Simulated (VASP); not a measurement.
Input:

```xyz
8
Lattice="-0.0083 6.0119 6.0290 6.0119 -0.0083 6.0290 3.0018 3.0018 0.0000" Properties=species:S:1:pos:R:3 pbc="T T T"
Zn     3.0018     3.0018     0.0125
Se     1.5009     1.5009     1.3550
Se     4.5888     1.4148     4.6062
Se     1.4148     4.5888     4.6062
Se     4.5027     4.5027     7.5395
Hg     2.9799     0.0218     3.0140
Hg     0.0218     2.9799     3.0140
Hg     3.0018     3.0018     5.9977
```

These are PBEsol GGA, VASP's PBE PAW potentials (set 64) (plane waves; VASP) values and carry that method's errors. Numerical set-up: 400 eV cut-off, Gaussian smearing of 0.050 eV, potentials Zn Se Hg.

Task: Give the energies of bands 28 to 41 at the high-symmetry points, in eV from the Fermi level.

Result: 
```json
[
 {"band": "28", "Γ": "-2.39", "Y": "-2.96", "C0": "-3.20", "Z": "-4.23", "A0": "-4.80", "T": "-4.95", "S": "-3.07", "R": "-4.70"},
 {"band": "29", "Γ": "-2.30", "Y": "-2.58", "C0": "-2.90", "Z": "-2.83", "A0": "-2.39", "T": "-2.40", "S": "-2.44", "R": "-2.65"},
 {"band": "30", "Γ": "-1.15", "Y": "-2.33", "C0": "-1.85", "Z": "-2.72", "A0": "-2.30", "T": "-2.30", "S": "-2.34", "R": "-2.57"},
 {"band": "31", "Γ": "-1.10", "Y": "-1.77", "C0": "-1.84", "Z": "-2.65", "A0": "-2.30", "T": "-2.27", "S": "-2.01", "R": "-2.34"},
 {"band": "32", "Γ": "-1.04", "Y": "-1.43", "C0": "-1.39", "Z": "-2.61", "A0": "-2.15", "T": "-2.20", "S": "-1.47", "R": "-2.21"},
 {"band": "33", "Γ": "-0.80", "Y": "-1.15", "C0": "-1.16", "Z": "-2.41", "A0": "-1.71", "T": "-1.16", "S": "-0.81", "R": "-1.90"},
 {"band": "34", "Γ": "-0.65", "Y": "-1.10", "C0": "-1.16", "Z": "-2.20", "A0": "-1.44", "T": "-0.95", "S": "-0.65", "R": "-1.74"},
 {"band": "35", "Γ": "-0.10", "Y": "-0.84", "C0": "-1.09", "Z": "-1.16", "A0": "-1.06", "T": "-0.92", "S": "-0.35", "R": "-1.46"},
 {"band": "36", "Γ": "-0.09", "Y": "-0.84", "C0": "-0.48", "Z": "-0.82", "A0": "-1.03", "T": "-0.83", "S": "-0.34", "R": "-1.44"},
 {"band": "37", "Γ": "0.00", "Y": "2.34", "C0": "2.12", "Z": "2.61", "A0": "1.60", "T": "1.01", "S": "1.13", "R": "2.22"},
 {"band": "38", "Γ": "1.13", "Y": "2.41", "C0": "2.31", "Z": "2.62", "A0": "1.99", "T": "1.36", "S": "1.39", "R": "2.82"},
 {"band": "39", "Γ": "1.46", "Y": "2.64", "C0": "2.49", "Z": "3.56", "A0": "2.46", "T": "2.31", "S": "2.82", "R": "2.87"},
 {"band": "40", "Γ": "2.82", "Y": "2.74", "C0": "2.95", "Z": "4.43", "A0": "3.05", "T": "2.84", "S": "2.89", "R": "3.26"},
 {"band": "41", "Γ": "2.89", "Y": "3.65", "C0": "4.03", "Z": "4.96", "A0": "3.14", "T": "2.85", "S": "4.50", "R": "4.42"}
]
```

It has no gap at this level: it comes out as a metal or semimetal.

The structure was generated: Hg3ZnSe4 was put into an ordered model structure (Amm2), which need not be its known phase. It was relaxed first.
